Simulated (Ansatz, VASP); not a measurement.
**Cross-check of Ga2O3 between VASP and Ansatz**

One calculation is typed for both programs; each brings its own data sets. How far apart do they land? The structure shown is the start of the Ansatz relaxation below; VASP solves that cell, so the two are compared at the walk's first step.

Program: Ansatz 0.2.0. Level of theory: plane waves, with VASP 6.6.1 beside it; single point at r2SCAN. Results are calculated unless marked as measured.

## (1) The structure

It takes space group C2/m (No. 12, monoclinic). The conventional cell has a = 11.742 Å, b = 2.912 Å, c = 5.565 Å, α = 90.00°, β = 103.81°, γ = 90.00°. Nearest to Ga lie 4 O at 1.76 to 1.79 Å. Nearest to Ga lie 6 O at 1.86 to 1.99 Å. Nearest to O lie 3 Ga at 1.76 to 1.86 Å. O has 4 Ga at 1.79 to 1.99 Å nearest. O has 3 Ga at 1.76 to 1.86 Å nearest. Farther neighbours and most contacts between anions are not listed.

## (2) Ansatz: relaxation, r2SCAN

Ansatz runs on its PAW soft_1 files.

The two programs are compared at the cell with which this relaxation starts, whose forces are those of its first step.

input.yaml

```yaml
crystal:
  lattice:
    - [5.8710538993, -1.4560356646, 0.002284789]
    - [5.8710538993, 1.4560356646, 0.002284789]
    - [-1.3303344916, 0.0, 5.4039507013]
  atoms:
    - { symbol: Ga, position: [0.0905124847, 0.0905124847, 0.7947878088] }
    - { symbol: Ga, position: [0.9094875153, 0.9094875153, 0.2052121912] }
    - { symbol: Ga, position: [0.6587114341, 0.6587114341, 0.3144454624] }
    - { symbol: Ga, position: [0.3412885659, 0.3412885659, 0.6855545376] }
    - { symbol: O, position: [0.1641804307, 0.1641804307, 0.1091227909] }
    - { symbol: O, position: [0.8358195693, 0.8358195693, 0.8908772091] }
    - { symbol: O, position: [0.1733367906, 0.1733367906, 0.5635407156] }
    - { symbol: O, position: [0.8266632094, 0.8266632094, 0.4364592844] }
    - { symbol: O, position: [0.4962567764, 0.4962567764, 0.2562296839] }
    - { symbol: O, position: [0.5037432236, 0.5037432236, 0.7437703161] }
kpoints:
  mp_grid: { grid: [6, 6, 4] }
hamiltonian:
  xc: r2scan
  pseudopotentials: { kind: paw, azcp: { folder: soft_1 } }
scf:
  occupations: { method: gaussian, width: 0.02 }
output:
  forces: true
  stress: true
  eigenvalues: true
basis:
  ecutwfc: 600.0
relax:
  adjacent_minimum: "off"
  f_tol: 0.001
  max_steps: 60
  cell: { stress_tol: 0.02, fix: [volume] }
```

Run with:

```sh
$ ansatz run input.yaml --threads 4 --pin off --max-ram 9216MiB --backend cpu --events-out ev --progress --plain --runs-dir out
```

Numbers of over 12 decimals in the logs are rounded to 6 here.

The log of the run:

```text
basis.fft_grid_basis auto: the FFT boxes are laid along the combinations [[1, -1, 0], [0, 1, 0], [0, 0, 1]] of the cell's own vectors, 2.912, 6.049 and 5.565 Å long. The dense box has 24×50×45 points. Along the cell's own vectors, as sized, it would have 50×50×45, 2.08 times as many. Of the 4 symmetry operations that the crystal satisfies within crystal.symmetry.tolerance (time reversal apart; of a slab, those that k [...]
Engine: ansatz 0.2.0, x86_64-unknown-linux-gnu
Pseudopotentials: kind: paw
Pseudopotential: Ga, paw, valence charge 13, recommended cutoff 500 eV (meta_gga), soft_1/Ga.paw.azcp
Pseudopotential: O, paw, valence charge 6, recommended cutoff 500 eV (meta_gga), soft_1/O.paw.azcp
Functional definition: r2SCAN
  parameter k0 = 0.174
  parameter k1 = 0.065
  parameter a1 = 4.9479
  exchange = r2scan_x(k0 = k0, k1 = k1, a1 = a1)
  correlation = r2scan_c
Crystal: 10 atoms, lattice volume = 92.400 Å³
Basis set: ecut = 600 eV, 3073 PW (Γ), FFT grids on a1−a2, a2, a3, exchange–correlation on 96×200×180 points (64 copies of the dense FFT grid, shifted against one another)
Bands: 54, of which v1, the nominal top of the filled ones, is band 44 counted from 1 (43 counted from 0)
Symmetry: 4 space group operations
Space group: C2/m (ITA 12), of the structure as read, at distance tolerance 4.5e-5 Å
k-points: 47 of 144
Non-local potential: Ga, projectors of the file, l = 0: 2, l = 1: 2, l = 2: 3, l = 3: 1
Non-local potential: O, projectors of the file, l = 0: 2, l = 1: 2, l = 2: 1
PAW form: soft (Blöchl's): semilocal exchange-correlation on the pseudo side does not see the compensation charge
PAW frozen core: Ga, regenerated for the run's functional (the file was generated under x = pbe(κ = 0.804, μ = 0.219515), c = pbe(β = 0.066725))
PAW frozen core: O, regenerated for the run's functional (the file was generated under x = pbe(κ = 0.804, μ = 0.219515), c = pbe(β = 0.066725))
PAW one-centre angular grid: Ga, 590 points (default); XC on 160 Gauss nodes
PAW one-centre angular grid: O, 302 points (default); XC on 160 Gauss nodes
Initial density: superposition of atomic densities (chi_scale 0.1, normalization cell, long waves kept (reshape's long-wave potential 0.03 eV rms))
Initial wavefunctions: pseudopotential atomic-orbital guess
Functional: x = r2scan, c = r2scan; τ floored in thin density (d = 2e-4 eV/Å³)
SCF iter   1: F=—  HF=-18578.844849 eV  |F-HF|=—  |Δ(HF+E_count)|=         —  Δρ=1.47e-1  dr2=1.02e1  dr2_τ=9.68e-1  ethr=3.10e-3  ⟨swp⟩=6.0  Hψ=8935  notcnv=0  defer=8
preconditioner: auto → Resta (q_TF=auto, 2.706 Å⁻¹)  ε∞=3.9  [insulator: Δε(μ)=4.644 eV  Ē_g=21.205 eV  σ=0.020 eV  W_gap=1.00  n_scr=28 (ndim 8)  ℏωp=36.2 eV  f_vac=0.000  D(μ)=0.00/eV (n_scr^D=0)  ε∞_Penn≈3.9]
SCF iter   2: F=—  HF=-18576.924006 eV  |F-HF|=—  |Δ(HF+E_count)|=    1.92e0  Δρ=6.61e-2  dr2=1.98e0  dr2_τ=8.20e-2  ethr=3.10e-3  ⟨swp⟩=2.6  Hψ=5384  notcnv=0  defer=166
SCF iter   3: F=—  HF=-18576.682380 eV  |F-HF|=—  |Δ(HF+E_count)|=   2.42e-1  Δρ=1.89e-2  dr2=2.18e-1  dr2_τ=8.55e-3  ethr=2.25e-3  ⟨swp⟩=3.0  Hψ=4605  notcnv=0  defer=166
SCF iter   4: F=—  HF=-18576.626735 eV  |F-HF|=—  |Δ(HF+E_count)|=   5.56e-2  Δρ=5.39e-3  dr2=1.74e-2  dr2_τ=1.35e-3  ethr=2.48e-4  ⟨swp⟩=2.2  Hψ=4474  notcnv=0  defer=166
SCF iter   5: F=—  HF=-18576.637335 eV  |F-HF|=—  |Δ(HF+E_count)|=   1.06e-2  Δρ=2.67e-3  dr2=3.77e-3  dr2_τ=4.58e-4  ethr=1.98e-5  ⟨swp⟩=2.0  Hψ=4683  notcnv=0  defer=166
SCF iter   6: F=—  HF=-18576.638985 eV  |F-HF|=—  |Δ(HF+E_count)|=   1.65e-3  Δρ=4.49e-4  dr2=1.65e-4  dr2_τ=9.54e-6  ethr=4.28e-6  ⟨swp⟩=2.0  Hψ=4462  notcnv=0  defer=166
SCF iter   7: F=—  HF=-18576.639017 eV  |F-HF|=—  |Δ(HF+E_count)|=   3.20e-5  Δρ=2.17e-4  dr2=2.96e-5  dr2_τ=3.22e-6  ethr=1.87e-7  ⟨swp⟩=2.0  Hψ=4372  notcnv=0  defer=166
SCF iter   8: F=—  HF=-18576.639010 eV  |F-HF|=—  |Δ(HF+E_count)|=   7.50e-6  Δρ=5.74e-5  dr2=2.35e-6  dr2_τ=1.11e-7  ethr=3.36e-8  ⟨swp⟩=2.0  Hψ=4502  notcnv=0  defer=166
SCF iter   9: F=—  HF=-18576.639010 eV  |F-HF|=—  |Δ(HF+E_count)|=   1.63e-7  Δρ=2.38e-5  dr2=3.46e-7  dr2_τ=3.88e-8  ethr=2.67e-9  ⟨swp⟩=2.0  Hψ=4392  notcnv=0  defer=166
SCF iter  10: F=-18576.639010 eV  HF=-18576.639010 eV  |F-HF|=3.54e-8  |Δ(HF+E_count)|=   1.05e-7  Δρ=9.76e-6  dr2=5.72e-8  dr2_τ=8.55e-9  ethr=1.14e-10  ⟨swp⟩=11.2  Hψ=11849  notcnv=0
SCF 1 converged in 10 iterations: F = -18576.639010 eV  dr2 = 5.72e-8
  greatest PAW one-centre occupation: 0.997 electrons in one spin orbital (limit 2), on the Ga atom at site 3 (counted from 0), in its partial waves of l = 2
[...]
preconditioner: auto → Resta (q_TF=auto, 2.706 Å⁻¹)  ε∞=4.3  [insulator: Δε(μ)=3.848 eV  Ē_g=19.850 eV  σ=0.020 eV  W_gap=1.00  n_scr=28 (ndim 8)  ℏωp=36.2 eV  f_vac=0.020  D(μ)=0.00/eV (n_scr^D=0)  ε∞_Penn≈4.3]
[...]
SCF iter   3: F=—  HF=-18576.966392 eV  |F-HF|=—  |Δ(HF+E_count)|=   5.23e-8  Δρ=1.09e-5  dr2=6.77e-8  dr2_τ=1.30e-8  ethr=1.54e-9  ⟨swp⟩=2.1  Hψ=4059  notcnv=0
SCF iter   4: F=—  HF=-18576.966392 eV  |F-HF|=—  |Δ(HF+E_count)|=   3.49e-8  Δρ=4.59e-6  dr2=1.12e-8  dr2_τ=1.52e-9  ethr=7.69e-11  ⟨swp⟩=2.0  Hψ=4510  notcnv=0
SCF iter   5: F=—  HF=-18576.966392 eV  |F-HF|=—  |Δ(HF+E_count)|=   7.53e-9  Δρ=1.63e-6  dr2=2.20e-9  dr2_τ=9.75e-11  ethr=1.27e-11  ⟨swp⟩=2.2  Hψ=4399  notcnv=0
SCF iter   6: F=—  HF=-18576.966392 eV  |F-HF|=—  |Δ(HF+E_count)|=  3.09e-10  Δρ=6.20e-7  dr2=3.16e-10  dr2_τ=1.07e-11  ethr=2.50e-12  ⟨swp⟩=2.2  Hψ=3615  notcnv=0
SCF iter   7: F=-18576.966392 eV  HF=-18576.966392 eV  |F-HF|=2.18e-11  |Δ(HF+E_count)|=  4.37e-11  Δρ=2.96e-7  dr2=5.79e-11  dr2_τ=3.80e-12  ethr=1.00e-12  ⟨swp⟩=4.0  Hψ=8873  notcnv=0
SCF 15 converged in 7 iterations: F = -18576.966392 eV  dr2 = 5.79e-11
relax step  15: F+E_penalty+E_count = -18576.96639168 eV  Δ(F+E_penalty+E_count) = -8.614e-7 eV  max|allowed force component| = 2.320e-4 eV/Å  Δτ_max = 0.0004 Å  P = +19.810 GPa  Ω = 92.400 Å³  energy of the carried Pulay correction = -5.284e-7 eV  fix = [volume]  reactions: volume +19.810 GPa  (7 SCF iters, dr2 threshold 8.94e-11 eV, accepted)
iter 1 solved again at ethr=2.14e-8 eV; its pass at ethr=3.10e-3 eV (dr2=1.88e-5 eV) is discarded
SCF iter   1: F=—  HF=-18576.966389 eV  |F-HF|=—  |Δ(HF+E_count)|=         —  Δρ=4.77e-6  dr2=7.54e-10  dr2_τ=4.13e-9  ethr=2.14e-8  ⟨swp⟩=3.3  Hψ=16927  notcnv=0
eigensolver tolerance schedule: the retry pair's looser diagonalisation over-reported the residual by 24947.99 of it (diagonalisation noise at 0.21 of the residual, at the tolerance the schedule requests for it); recorded, not acted on — ethr = c·dr2/N_el stays at c = 1.0e-1
SCF iter   2: F=—  HF=-18576.966389 eV  |F-HF|=—  |Δ(HF+E_count)|=   1.75e-7  Δρ=2.43e-6  dr2=1.93e-10  dr2_τ=2.28e-9  ethr=1.00e-12  ⟨swp⟩=3.0  Hψ=5094  notcnv=0
SCF iter   3: F=—  HF=-18576.966389 eV  |F-HF|=—  |Δ(HF+E_count)|=   1.43e-8  Δρ=2.75e-7  dr2=1.14e-11  dr2_τ=2.51e-11  ethr=1.00e-12  ⟨swp⟩=4.4  Hψ=12121  notcnv=0
SCF iter   4: F=-18576.966389 eV  HF=-18576.966389 eV  |F-HF|=1.09e-11  |Δ(HF+E_count)|=  1.27e-10  Δρ=4.57e-8  dr2=9.03e-13  dr2_τ=3.85e-13  ethr=1.00e-12  ⟨swp⟩=5.0  Hψ=10748  notcnv=0
SCF 16 converged in 4 iterations: F = -18576.966389 eV  dr2 = 9.03e-13
relax step  16: F+E_penalty+E_count = -18576.96638918 eV  Δ(F+E_penalty+E_count) = +2.501e-6 eV  max|allowed force component| = 2.316e-4 eV/Å  Δτ_max = 0.0000 Å  P = +19.810 GPa  Ω = 92.400 Å³  fix = [volume]  reactions: volume +19.810 GPa  stress off target by 1.26e-3 GPa on what of the cell is left free  SCF on the basis re-selected at this cell (its energy is not comparable with the rows above)  (4 SCF iters)
basis re-selected at this cell: Δ(F+E_penalty+E_count) = +2.501e-6 eV, ΔP = -0.000 GPa vs the last step (what re-selecting the basis moved, of the pressure what is left beyond the Pulay correction that the steps carried, after the strain that the cell walked since its last selection, with what the two solves' SCF thresholds leave and, on support functions, any second-order correction that the steps lacked; it is no m [...]
SCF converged after 4 iterations
Free energy (F): -18576.966389 eV
Harris-Foulkes:  -18576.966389 eV  (|F-HF|=1.09e-11)
Internal energy: -18576.966389 eV  (E = F + TS)
E sigma→0 (E₀):  -18576.966389 eV
Fermi energy:    11.519793 eV
--- Per-component energies (eV) ---
  E_band       = 0.405750
  E_kinetic    = 1485.322572
  E_local      = -6392.805247  (includes V_loc(G=0)·N_el)
  E_nonlocal   = -22.401959
  E_hartree    = 3881.601194
  E_xc         = -656.590551
  E_vxc        = -843.381240  (∫ρ·V_xc dr)
  E_paw        = -9062.249800  (= ΣΔE_a)
  E_vpaw       = -2039.294186  (= ΣTr[D̂ρ^β])
  E_aug_tail   = 0.001109  (compensation charges beyond the density's cutoff)
  E_vtau       = 49.762251  (kinetic-family band-sum trace: ∫τ·v_τ [+ j·A + Jᵃ·Aᵃ] dr)
  E_ewald      = -7807.039800
  E_core_change = -2.803908  (= ΣΔE_core)
  E_smearing   = -0.000000  (= −TS)
  E_closure    = 0.000000  (closes the sum)
  Σ components = -18576.966389   (vs F -18576.966389, Δ=0.00e0)
--- Forces (eV/Å), atoms counted from 1 ---
  atom   1  Ga     0.00005641     0.00000000     0.00023158
  atom   2  Ga    -0.00005641    -0.00000000    -0.00023158
  atom   3  Ga    -0.00004177     0.00000000     0.00007327
  atom   4  Ga     0.00004177    -0.00000000    -0.00007327
  atom   5  O     -0.00005700    -0.00000000    -0.00006376
  atom   6  O      0.00005700     0.00000000     0.00006376
  atom   7  O     -0.00014308     0.00000000    -0.00012563
  atom   8  O      0.00014308    -0.00000000     0.00012563
  atom   9  O     -0.00005871     0.00000000     0.00001146
  atom  10  O      0.00005871    -0.00000000    -0.00001146
  max |Σ_I F_I| component: 5.42e-20 eV/Å
--- Stress (GPa, compression-positive) ---
       19.808491       0.000000       0.000405
        0.000000      19.809891      -0.000000
        0.000399      -0.000000      19.810657
  P = ⅓ Tr σ = 19.8097 GPa (198.097 kbar)
--- Band table (eV; the first three rows and the last of 47) ---
  k-point 0: bands = [... 40 lower, 8.8425, 8.9113, 9.2858, 9.5886, 13.4438, 16.7690, 18.1165, 18.2639, ... 6 higher]
  k-point 1: bands = [... 40 lower, 8.8901, 8.9710, 9.0392, 9.1987, 14.2592, 16.6680, 17.7933, 18.4252, ... 6 higher]
  k-point 2: bands = [... 40 lower, 8.7196, 8.8062, 8.9612, 9.1327, 15.6272, 15.8264, 17.7008, 18.5244, ... 6 higher]
  k-point 46: bands = [... 40 lower, 9.1006, 9.1248, 9.1642, 9.5957, 16.4828, 16.6209, 17.1524, 17.7341, ... 6 higher]
--- Relaxed structure (14 steps of the walk, 13 accepted, 2 SCFs on fresh bases) ---
  F+E_penalty+E_count = -18576.96638918 eV   max|allowed force component| = 2.316e-4 eV/Å   (the final SCF, on the basis selected at the relaxed cell)
  cell:  # Å, volume = 92.3998 Å³
    - [5.400192, -1.468076, -0.169592]
    - [5.400192, 1.468076, -0.169592]
    - [-1.382025, 0.0, 5.870916]
  atoms:
    - { symbol: Ga, position: [0.124110, 0.124110, 0.824650] }
    - { symbol: Ga, position: [0.875890, 0.875890, 0.175350] }
    - { symbol: Ga, position: [0.651534, 0.651534, 0.327468] }
    - { symbol: Ga, position: [0.348466, 0.348466, 0.672532] }
    - { symbol: O, position: [0.198558, 0.198558, 0.138126] }
    - { symbol: O, position: [0.801442, 0.801442, 0.861874] }
    - { symbol: O, position: [0.157059, 0.157059, 0.537123] }
    - { symbol: O, position: [0.842941, 0.842941, 0.462877] }
    - { symbol: O, position: [0.478089, 0.478089, 0.207991] }
    - { symbol: O, position: [0.521911, 0.521911, 0.792009] }
```

Reading the cycles: dr2 is the Hartree energy of the density residual (eV), the measure of convergence; HF is the Harris–Foulkes estimate of the energy, which meets the free energy F at convergence.

(Continued in part 2 of 2.)

[Lines on the potential files, build, host, timing and source positions are cut from VASP's logs without a mark.]

[Logs are printed without paths, hosts, clocks, repeated set-up lines and the standing remarks that a program may print on its own settings, such as how far it seeks lower states.]

[Hosts, paths, dates, database ids (printed as entryN), source tags and the programs' standing remarks are cut or masked in the printed files.]
